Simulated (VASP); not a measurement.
SnSe (relaxed from the rocksalt structure, space group Fm-3m): computed properties

All values below come from r2SCAN meta-GGA, VASP's PBE PAW potentials (set 64) (plane waves; VASP 6.6.1).

```yaml
space_group: Fm-3m (225)
cell: a = b = c = 6.0176 Å, α = β = γ = 90.00°
volume_per_atom: 27.24 Å³/atom
band gap (over mesh and band path): 0.11 eV
smallest direct gap (over mesh and band path): 0.11 eV
band_edge_character: direct, L-W at 0.11 to L-W at 0.11
density: 6.03 g/cm³
```

```xyz
2
Lattice="0.0000 3.0088 3.0088 3.0088 0.0000 3.0088 3.0088 3.0088 0.0000" Properties=species:S:1:pos:R:3 pbc="T T T"
Se     3.0088     0.0000     3.0088
Sn     3.0088     3.0088     3.0088
```

Unless said otherwise, spin-orbit coupling is left out, though it shifts the bands of the heavy elements here.

The structure was generated: SnSe was put into the rocksalt type (Fm-3m), which need not be its known phase. It was relaxed first, which changed the volume by +14 %. Symmetry was kept, so distortions that lower it aren't found.
